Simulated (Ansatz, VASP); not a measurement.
# H107C58N29O10 in two plane-wave programs, part 2 of 2

Wanted: the spread between two codes on one cell, functional and k mesh. The cell is taken from a series of runs on this material, whose earlier steps may have relaxed, scaled, displaced or heated it; both programs get it as it stands.

VASP 6.6.1 and Ansatz 0.2.0.

So far. Step 2 (VASP: single point, PBEsol): The run ends at a pressure of 0.48 GPa, with forces up to 8.5 eV/Å.

### 3. Ansatz: single point, PBEsol

Level of this step: Ansatz beside VASP: Kohn-Sham DFT, plane waves, PBEsol (Ansatz).

Ansatz runs on its default PAW (the set named soft_2) files.

The same cell, functional and mesh now go to Ansatz, which takes its cutoff from its data sets.

input.yaml reads:

```yaml
crystal:
  lattice:
    - [13.31589, 0.0, 0.0]
    - [0.0, 13.31589, 0.0]
    - [0.0, 0.0, 13.31589]
  atoms:
    - { symbol: C, position: [0.58482, 0.25999, 0.90743] }
    - { symbol: C, position: [0.57041, 0.16757, 0.85627] }
    - { symbol: "N", position: [0.56009, 0.08724, 0.81866] }
    - { symbol: H, position: [0.52043, 0.2914, 0.94616] }
    - { symbol: H, position: [0.65166, 0.25176, 0.95932] }
    - { symbol: H, position: [0.60732, 0.31911, 0.85376] }
    - { symbol: C, position: [0.01838, 0.26069, 0.57307] }
    - { symbol: C, position: [0.00037, 0.15532, 0.58983] }
    - { symbol: "N", position: [0.98785, 0.07185, 0.60594] }
    - { symbol: H, position: [0.09242, 0.27919, 0.59633] }
    - { symbol: H, position: [0.00718, 0.27909, 0.49513] }
    - { symbol: H, position: [0.97508, 0.30374, 0.62459] }
    - { symbol: C, position: [0.56122, 0.97902, 0.5734] }
    - { symbol: C, position: [0.49708, 0.02128, 0.48848] }
    - { symbol: "N", position: [0.45215, 0.05236, 0.41909] }
    - { symbol: H, position: [0.63969, 0.0099, 0.5822] }
    - { symbol: H, position: [0.52011, 0.99633, 0.63765] }
    - { symbol: H, position: [0.56206, 0.89968, 0.57594] }
    - { symbol: C, position: [0.05369, 0.18506, 0.99762] }
    - { symbol: C, position: [0.06286, 0.20433, 0.89048] }
    - { symbol: "N", position: [0.06286, 0.22161, 0.80706] }
    - { symbol: H, position: [0.1208, 0.1386, 0.01873] }
    - { symbol: H, position: [0.04864, 0.25398, 0.04355] }
    - { symbol: H, position: [0.99059, 0.13595, 0.01273] }
    - { symbol: C, position: [0.58846, 0.831, 0.86184] }
    - { symbol: C, position: [0.63936, 0.77916, 0.77887] }
    - { symbol: "N", position: [0.67977, 0.74011, 0.71256] }
    - { symbol: H, position: [0.65047, 0.87525, 0.89895] }
    - { symbol: H, position: [0.53201, 0.88619, 0.84655] }
    - { symbol: H, position: [0.55683, 0.77965, 0.91722] }
    - { symbol: C, position: [0.96002, 0.95132, 0.37372] }
    - { symbol: C, position: [0.95545, 0.86035, 0.32089] }
    - { symbol: "N", position: [0.94611, 0.78436, 0.27661] }
    - { symbol: H, position: [0.9771, 0.0154, 0.32803] }
    - { symbol: H, position: [0.88866, 0.9654, 0.41293] }
    - { symbol: H, position: [0.0248, 0.95152, 0.42722] }
    - { symbol: C, position: [0.28857, 0.18849, 0.30224] }
    - { symbol: C, position: [0.24123, 0.15487, 0.39178] }
    - { symbol: "N", position: [0.19064, 0.12842, 0.45807] }
    - { symbol: H, position: [0.24775, 0.24401, 0.26376] }
    - { symbol: H, position: [0.35973, 0.2185, 0.32511] }
    - { symbol: H, position: [0.31518, 0.12923, 0.25037] }
    - { symbol: C, position: [0.12033, 0.94052, 0.76194] }
    - { symbol: C, position: [0.13591, 0.92021, 0.87274] }
    - { symbol: "N", position: [0.1396, 0.91384, 0.96125] }
    - { symbol: H, position: [0.04605, 0.94866, 0.73027] }
    - { symbol: H, position: [0.15266, 0.01628, 0.74408] }
    - { symbol: H, position: [0.16524, 0.88679, 0.722] }
    - { symbol: C, position: [0.25136, 0.40581, 0.13597] }
    - { symbol: C, position: [0.36063, 0.39797, 0.13336] }
    - { symbol: "N", position: [0.44359, 0.40362, 0.13686] }
    - { symbol: H, position: [0.22478, 0.47531, 0.10092] }
    - { symbol: H, position: [0.22312, 0.34208, 0.09089] }
    - { symbol: H, position: [0.21664, 0.40652, 0.21304] }
    - { symbol: C, position: [0.48308, 0.5275, 0.92299] }
    - { symbol: C, position: [0.58655, 0.49809, 0.95812] }
    - { symbol: "N", position: [0.67055, 0.47659, 0.96765] }
    - { symbol: H, position: [0.4405, 0.46615, 0.90135] }
    - { symbol: H, position: [0.44224, 0.56524, 0.98731] }
    - { symbol: H, position: [0.49357, 0.57141, 0.85415] }
    - { symbol: C, position: [0.80767, 0.96636, 0.14752] }
    - { symbol: C, position: [0.72116, 0.00474, 0.08999] }
    - { symbol: "N", position: [0.65473, 0.03795, 0.04464] }
    - { symbol: H, position: [0.78906, 0.92814, 0.2172] }
    - { symbol: H, position: [0.84412, 0.90402, 0.10414] }
    - { symbol: H, position: [0.86221, 0.02342, 0.16716] }
    - { symbol: C, position: [0.8149, 0.04331, 0.79124] }
    - { symbol: C, position: [0.82434, 0.12641, 0.85972] }
    - { symbol: "N", position: [0.8335, 0.1944, 0.91574] }
    - { symbol: H, position: [0.74924, 0.99221, 0.81503] }
    - { symbol: H, position: [0.79356, 0.07701, 0.72365] }
    - { symbol: H, position: [0.88357, 0.005, 0.7882] }
    - { symbol: C, position: [0.87975, 0.6681, 0.8148] }
    - { symbol: C, position: [0.88158, 0.76202, 0.87118] }
    - { symbol: "N", position: [0.86798, 0.83645, 0.91296] }
    - { symbol: H, position: [0.95197, 0.62692, 0.82514] }
    - { symbol: H, position: [0.81273, 0.62225, 0.83014] }
    - { symbol: H, position: [0.87479, 0.68692, 0.73381] }
    - { symbol: C, position: [0.14616, 0.68044, 0.98519] }
    - { symbol: C, position: [0.24032, 0.7129, 0.0254] }
    - { symbol: "N", position: [0.32317, 0.72296, 0.05201] }
    - { symbol: H, position: [0.11826, 0.60828, 0.02008] }
    - { symbol: H, position: [0.08951, 0.73784, 0.00685] }
    - { symbol: H, position: [0.14551, 0.67292, 0.90583] }
    - { symbol: C, position: [0.81251, 0.67758, 0.0952] }
    - { symbol: C, position: [0.77178, 0.60535, 0.17551] }
    - { symbol: "N", position: [0.74868, 0.54601, 0.23392] }
    - { symbol: H, position: [0.89447, 0.67982, 0.10394] }
    - { symbol: H, position: [0.79119, 0.65106, 0.01846] }
    - { symbol: H, position: [0.7803, 0.75035, 0.10586] }
    - { symbol: C, position: [0.33501, 0.64162, 0.65903] }
    - { symbol: C, position: [0.34493, 0.74525, 0.69933] }
    - { symbol: "N", position: [0.36204, 0.82873, 0.72979] }
    - { symbol: H, position: [0.25387, 0.63198, 0.6541] }
    - { symbol: H, position: [0.3661, 0.63391, 0.58048] }
    - { symbol: H, position: [0.38566, 0.59615, 0.70779] }
    - { symbol: C, position: [0.49938, 0.56545, 0.25208] }
    - { symbol: C, position: [0.43055, 0.54176, 0.32597] }
    - { symbol: "N", position: [0.3737, 0.52764, 0.39245] }
    - { symbol: H, position: [0.55779, 0.51, 0.24254] }
    - { symbol: H, position: [0.4583, 0.58214, 0.18277] }
    - { symbol: H, position: [0.54658, 0.62814, 0.28643] }
    - { symbol: C, position: [0.49101, 0.87341, 0.25214] }
    - { symbol: C, position: [0.54012, 0.81882, 0.17484] }
    - { symbol: "N", position: [0.58981, 0.77909, 0.11507] }
    - { symbol: H, position: [0.47804, 0.82154, 0.31705] }
    - { symbol: H, position: [0.52771, 0.93976, 0.26552] }
    - { symbol: H, position: [0.41176, 0.89638, 0.23008] }
    - { symbol: C, position: [0.57023, 0.18806, 0.21133] }
    - { symbol: C, position: [0.64307, 0.13596, 0.27528] }
    - { symbol: "N", position: [0.69217, 0.08684, 0.32987] }
    - { symbol: H, position: [0.5288, 0.24548, 0.25046] }
    - { symbol: H, position: [0.6052, 0.21831, 0.14397] }
    - { symbol: H, position: [0.51098, 0.12939, 0.19231] }
    - { symbol: C, position: [0.39802, 0.98381, 0.9756] }
    - { symbol: C, position: [0.38358, 0.08831, 0.00127] }
    - { symbol: "N", position: [0.36712, 0.16862, 0.02691] }
    - { symbol: H, position: [0.47092, 0.94899, 0.99003] }
    - { symbol: H, position: [0.34292, 0.9433, 0.02098] }
    - { symbol: H, position: [0.38554, 0.97031, 0.89535] }
    - { symbol: C, position: [0.6353, 0.62469, 0.50749] }
    - { symbol: C, position: [0.66336, 0.722, 0.46555] }
    - { symbol: "N", position: [0.68566, 0.80249, 0.44253] }
    - { symbol: H, position: [0.69097, 0.59912, 0.56506] }
    - { symbol: H, position: [0.5551, 0.61761, 0.5351] }
    - { symbol: H, position: [0.63557, 0.56798, 0.45047] }
    - { symbol: C, position: [0.90314, 0.5844, 0.40681] }
    - { symbol: C, position: [0.85516, 0.48407, 0.4269] }
    - { symbol: "N", position: [0.81863, 0.40907, 0.45346] }
    - { symbol: H, position: [0.93613, 0.61151, 0.47599] }
    - { symbol: H, position: [0.96532, 0.57612, 0.35465] }
    - { symbol: H, position: [0.85032, 0.63839, 0.37464] }
    - { symbol: C, position: [0.47934, 0.31944, 0.55899] }
    - { symbol: C, position: [0.5279, 0.40484, 0.61246] }
    - { symbol: "N", position: [0.57124, 0.46319, 0.66336] }
    - { symbol: H, position: [0.5004, 0.24652, 0.59156] }
    - { symbol: H, position: [0.3989, 0.32839, 0.55764] }
    - { symbol: H, position: [0.50408, 0.32309, 0.48235] }
    - { symbol: C, position: [0.17849, 0.65467, 0.2758] }
    - { symbol: C, position: [0.16045, 0.68529, 0.38221] }
    - { symbol: "N", position: [0.15182, 0.69144, 0.46912] }
    - { symbol: H, position: [0.11551, 0.68306, 0.23121] }
    - { symbol: H, position: [0.25467, 0.67392, 0.25936] }
    - { symbol: H, position: [0.17471, 0.5732, 0.27766] }
    - { symbol: C, position: [0.79932, 0.35118, 0.74218] }
    - { symbol: C, position: [0.84961, 0.43968, 0.70175] }
    - { symbol: "N", position: [0.89479, 0.49759, 0.65936] }
    - { symbol: H, position: [0.78624, 0.35966, 0.82347] }
    - { symbol: H, position: [0.7277, 0.3417, 0.70392] }
    - { symbol: H, position: [0.83016, 0.28011, 0.71898] }
    - { symbol: C, position: [0.24665, 0.90374, 0.50263] }
    - { symbol: C, position: [0.24329, 0.9131, 0.39424] }
    - { symbol: "N", position: [0.23008, 0.92486, 0.30751] }
    - { symbol: H, position: [0.27838, 0.8328, 0.52199] }
    - { symbol: H, position: [0.30445, 0.95439, 0.53585] }
    - { symbol: H, position: [0.17556, 0.91823, 0.5415] }
    - { symbol: C, position: [0.86791, 0.23531, 0.28126] }
    - { symbol: C, position: [0.96607, 0.27723, 0.26402] }
    - { symbol: "N", position: [0.04418, 0.30458, 0.24362] }
    - { symbol: H, position: [0.86712, 0.16215, 0.24914] }
    - { symbol: H, position: [0.84418, 0.23355, 0.35775] }
    - { symbol: H, position: [0.81254, 0.27761, 0.23862] }
    - { symbol: C, position: [0.31049, 0.1426, 0.72136] }
    - { symbol: C, position: [0.35299, 0.23392, 0.75215] }
    - { symbol: "N", position: [0.39864, 0.30696, 0.76859] }
    - { symbol: H, position: [0.23251, 0.15744, 0.70298] }
    - { symbol: H, position: [0.34542, 0.11774, 0.65082] }
    - { symbol: H, position: [0.33048, 0.0791, 0.76669] }
    - { symbol: C, position: [0.12835, 0.45658, 0.77983] }
    - { symbol: C, position: [0.20088, 0.48415, 0.8566] }
    - { symbol: "N", position: [0.26211, 0.49622, 0.91654] }
    - { symbol: H, position: [0.16378, 0.40247, 0.73344] }
    - { symbol: H, position: [0.05694, 0.43037, 0.81752] }
    - { symbol: H, position: [0.11304, 0.52577, 0.73858] }
    - { symbol: O, position: [0.97954, 0.51357, 0.98023] }
    - { symbol: H, position: [0.02352, 0.4974, 0.03891] }
    - { symbol: H, position: [0.91343, 0.47884, 0.98817] }
    - { symbol: O, position: [0.07495, 0.99049, 0.16387] }
    - { symbol: H, position: [0.12158, 0.95435, 0.21035] }
    - { symbol: H, position: [0.06525, 0.94979, 0.10151] }
    - { symbol: O, position: [0.09286, 0.49745, 0.52823] }
    - { symbol: H, position: [0.02176, 0.49921, 0.55233] }
    - { symbol: H, position: [0.11836, 0.56765, 0.52035] }
    - { symbol: O, position: [0.83292, 0.37099, 0.04845] }
    - { symbol: H, position: [0.77334, 0.41278, 0.02988] }
    - { symbol: H, position: [0.83065, 0.30605, 0.0108] }
    - { symbol: O, position: [0.73604, 0.21204, 0.54816] }
    - { symbol: H, position: [0.77336, 0.27043, 0.51925] }
    - { symbol: H, position: [0.73259, 0.15688, 0.49732] }
    - { symbol: O, position: [0.66056, 0.3583, 0.33227] }
    - { symbol: H, position: [0.71709, 0.35326, 0.38146] }
    - { symbol: H, position: [0.68214, 0.39978, 0.27351] }
    - { symbol: O, position: [0.05444, 0.75264, 0.64193] }
    - { symbol: H, position: [0.09841, 0.74199, 0.58198] }
    - { symbol: H, position: [0.99145, 0.78768, 0.62087] }
    - { symbol: O, position: [0.89104, 0.8692, 0.59366] }
    - { symbol: H, position: [0.84333, 0.86609, 0.53575] }
    - { symbol: H, position: [0.92205, 0.93752, 0.5969] }
    - { symbol: O, position: [0.99259, 0.48158, 0.18215] }
    - { symbol: H, position: [0.93676, 0.46632, 0.13429] }
    - { symbol: H, position: [0.01594, 0.41794, 0.21446] }
    - { symbol: O, position: [0.25256, 0.39596, 0.46992] }
    - { symbol: H, position: [0.30199, 0.44395, 0.44004] }
    - { symbol: H, position: [0.18742, 0.43135, 0.48192] }
kpoints:
  mp_grid: { grid: [1, 1, 1] }
hamiltonian:
  xc: pbesol
scf:
  occupations: { method: fixed }
output:
  forces: true
  stress: true
  populations: true
  dos:
    method: { smearing: { sigma: 0.15 } }
    de: 0.1
    projected: { site_lists: { C: [C], H: [H], "N": ["N"], O: [O] } }
  eigenvalues: true
  write_density: true
  write_potential: true
  volumetric_format: npy
```

Command:

```
ansatz run input.yaml --threads 8 --pin off --max-ram 15872MiB --backend cpu --events-out ev --progress --plain --runs-dir out
```

Numbers of over 12 decimals in the logs are rounded to 6 here.

The log of the run:

```text
Engine: ansatz 0.2.0, aarch64-unknown-linux-gnu
Pseudopotentials: kind: paw
Pseudopotential: C, paw, valence charge 4, recommended cutoff 420 eV (normal), C.paw.azcp
Pseudopotential: N, paw, valence charge 5, recommended cutoff 420 eV (normal), N.paw.azcp
Pseudopotential: H, paw, valence charge 1, recommended cutoff 420 eV (normal), H.paw.azcp
Pseudopotential: O, paw, valence charge 6, recommended cutoff 420 eV (normal), O.paw.azcp
Functional definition: PBEsol
  exchange = pbesol_x
  correlation = pbesol_c
Crystal: 204 atoms, lattice volume = 2361.079 Å³
Basis set: ecut = 420 eV, 46297 PW (Γ), exchange–correlation on 180×180×180 points (8 copies of the dense FFT grid, shifted against one another)
Bands: 476, of which v1, the nominal top of the filled ones, is band 272 counted from 1 (271 counted from 0)
Symmetry: 1 space group operations
Space group: P1 (ITA 1), of the structure as read, at distance tolerance 1.3e-4 Å
k-points: 1
Non-local potential: C, projectors of the file, l = 0: 2, l = 1: 2, l = 2: 1
Non-local potential: N, projectors of the file, l = 0: 2, l = 1: 2, l = 2: 1
Non-local potential: H, projectors of the file, l = 0: 2, l = 1: 1
Non-local potential: O, projectors of the file, l = 0: 2, l = 1: 2, l = 2: 1
PAW form: soft (Blöchl's): semilocal exchange-correlation on the pseudo side does not see the compensation charge
PAW frozen core: C, regenerated for the run's functional, and the local potential with it (the file was generated under x = pbe(κ = 0.804, μ = 0.219515), c = pbe(β = 0.066725))
PAW frozen core: N, regenerated for the run's functional, and the local potential with it (the file was generated under x = pbe(κ = 0.804, μ = 0.219515), c = pbe(β = 0.066725))
PAW frozen core: O, regenerated for the run's functional, and the local potential with it (the file was generated under x = pbe(κ = 0.804, μ = 0.219515), c = pbe(β = 0.066725))
PAW one-centre angular grid: C, 110 points (default); XC on 64 Gauss nodes
PAW one-centre angular grid: N, 110 points (default); XC on 64 Gauss nodes
PAW one-centre angular grid: H, 110 points (default); XC on 64 Gauss nodes
PAW one-centre angular grid: O, 110 points (default); XC on 64 Gauss nodes
Initial density: superposition of atomic densities (neutral atoms: chi_scale 0, normalization atom), corrected by the library's trained network
Initial wavefunctions: pseudopotential atomic-orbital guess
Functional: x = pbesol(κ = 0.804, μ = 0.123457), c = pbesol(β = 0.046)
SCF iter   1: F=—  HF=-32557.099135 eV  |F-HF|=—  |Δ(HF+E_count)|=         —  Δρ=4.95e-3  dr2=6.23e-1  ethr=1.77e-3  ⟨swp⟩=5.0  Hψ=1635  notcnv=0  defer=197
preconditioner: auto → Resta (q_TF=auto, 2.136 Å⁻¹)  ε∞=2.5  [insulator: Δε(μ)=3.974 eV  Ē_g=14.745 eV  n_scr=388 (ndim 8)  ℏωp=17.8 eV  f_vac=0.175  ε∞_Penn≈2.5]
SCF iter   2: F=—  HF=-32557.046470 eV  |F-HF|=—  |Δ(HF+E_count)|=   5.27e-2  Δρ=2.31e-3  dr2=1.35e-1  ethr=1.15e-4  ⟨swp⟩=2.0  Hψ=822  notcnv=0  defer=202
SCF iter   3: F=—  HF=-32557.056143 eV  |F-HF|=—  |Δ(HF+E_count)|=   9.67e-3  Δρ=1.18e-3  dr2=5.18e-2  ethr=2.49e-5  ⟨swp⟩=3.0  Hψ=550  notcnv=0  defer=202
SCF iter   4: F=—  HF=-32557.056775 eV  |F-HF|=—  |Δ(HF+E_count)|=   6.33e-4  Δρ=5.19e-4  dr2=8.98e-3  ethr=9.53e-6  ⟨swp⟩=4.0  Hψ=536  notcnv=0  defer=202
SCF iter   5: F=—  HF=-32557.056962 eV  |F-HF|=—  |Δ(HF+E_count)|=   1.86e-4  Δρ=2.33e-4  dr2=1.59e-3  ethr=1.65e-6  ⟨swp⟩=2.0  Hψ=549  notcnv=0  defer=202
SCF iter   6: F=—  HF=-32557.057378 eV  |F-HF|=—  |Δ(HF+E_count)|=   4.16e-4  Δρ=8.61e-5  dr2=2.19e-4  ethr=2.93e-7  ⟨swp⟩=2.0  Hψ=549  notcnv=0  defer=202
SCF iter   7: F=—  HF=-32557.057498 eV  |F-HF|=—  |Δ(HF+E_count)|=   1.21e-4  Δρ=5.86e-5  dr2=9.60e-5  ethr=4.02e-8  ⟨swp⟩=2.0  Hψ=547  notcnv=0  defer=202
SCF iter   8: F=—  HF=-32557.057956 eV  |F-HF|=—  |Δ(HF+E_count)|=   4.58e-4  Δρ=1.40e-5  dr2=4.66e-6  ethr=1.76e-8  ⟨swp⟩=2.0  Hψ=714  notcnv=0  defer=202
SCF iter   9: F=—  HF=-32557.057963 eV  |F-HF|=—  |Δ(HF+E_count)|=   7.29e-6  Δρ=9.26e-6  dr2=2.25e-6  ethr=8.56e-10  ⟨swp⟩=2.0  Hψ=548  notcnv=0  defer=202
SCF iter  10: F=—  HF=-32557.057964 eV  |F-HF|=—  |Δ(HF+E_count)|=   5.07e-7  Δρ=2.70e-6  dr2=2.06e-7  ethr=4.14e-10  ⟨swp⟩=2.0  Hψ=547  notcnv=0  defer=202
SCF iter  11: F=-32557.057964 eV  HF=-32557.057964 eV  |F-HF|=1.79e-8  |Δ(HF+E_count)|=   1.87e-7  Δρ=1.43e-6  dr2=5.03e-8  ethr=1.84e-11  ⟨swp⟩=20.0  Hψ=4861  notcnv=0
SCF 1 converged in 11 iterations: F = -32557.057964 eV  dr2 = 5.03e-8
  greatest PAW one-centre occupation: 0.863 electrons in one spin orbital (limit 2), on the O atom at site 198 (counted from 0), in its partial waves of l = 0
[...]
--- Löwdin populations: 204 sites ---
  site symbol       q [e]
     0      C      4.4913
     1      C      3.7533
     2      N      5.2616
     3      H      0.7427
     4      H      0.7731
     5      H      0.7598
     6      C      4.5090
     7      C      3.7150
     8      N      5.2393
     9      H      0.7283
    10      H      0.7497
    11      H      0.7563
    12      C      4.5074
    13      C      3.7933
    14      N      5.2189
    15      H      0.7623
    16      H      0.7357
    17      H      0.7361
    18      C      4.4997
    19      C      3.7615
    20      N      5.2364
    21      H      0.7438
    22      H      0.7611
    23      H      0.7491
[...]
196      H      0.5958
   197      H      0.6205
   198      O      6.7226
   199      H      0.6199
   200      H      0.6337
   201      O      6.7827
   202      H      0.6448
   203      H      0.6267
  spilling = 0.014271 (of n_electrons = 544.000000)
```

### 4. Side by side

Known differences besides the potentials themselves: fixed occupations in Ansatz, narrow Gaussian smearing in VASP; the cutoff is 420 eV in Ansatz and 600 eV in VASP (PREC = Accurate, projectors in real space); Ansatz makes its cores anew for this functional, VASP keeps those of its PBE data sets. Total energies have different zeros and are not compared.

The two programs side by side:

```csv
quantity,Ansatz,VASP,difference
pressure (GPa),0.25,0.48,-0.22
gap on the k mesh (eV),3.963,3.940,+0.023
```

Forces on 7 of the 204 atoms, those with the largest forces and the largest differences (eV/Å; atoms numbered as in POSCAR):

| atom | Ansatz x, y, z | VASP x, y, z |
| --- | --- | --- |
| C8 | -0.667, -0.353, 3.688 | -0.669, -0.472, 4.266 |
| C18 | -7.666, 0.418, 0.288 | -8.492, 0.362, 0.253 |
| C50 | -1.941, -3.937, 1.548 | -2.278, -4.368, 1.864 |
| C54 | -3.010, -1.655, 0.945 | -3.550, -1.853, 1.086 |
| N67 | 7.013, -0.119, -0.057 | 7.839, -0.064, -0.023 |
| N74 | -1.044, -3.818, -1.331 | -0.995, -3.576, -1.244 |
| N83 | 2.133, 2.917, -1.869 | 2.477, 3.352, -2.193 |

The forces differ by 140 meV/Å r.m.s., which is 13.1 % of the r.m.s. force of 1.069 eV/Å (both taken over all components). A gap on the mesh is an upper bound, since the band edges may lie between its points.

### 5. Outcome

| Quantity | Value |
| --- | --- |
| r.m.s. force difference (single point, PBEsol) | 13 % of the r.m.s. force |

What this shows: The r.m.s. force difference is 13 % of the r.m.s. force (single point, PBEsol), beyond the 3 % picked in this series as the mark of a large difference. What causes the difference of the single point, PBEsol pair stays open here. Such differences can come from data sets, numerical settings and the points named under the comparisons, not from the functional's error against experiment.

[Lines on the potential files, build, host, timing and source positions are cut from VASP's logs without a mark.]

[Logs are printed without paths, hosts, clocks, repeated set-up lines and the standing remarks that a program may print on its own settings, such as how far it seeks lower states.]

[Hosts, paths, dates, database ids (printed as entryN), source tags and the programs' standing remarks are cut or masked in the printed files.]
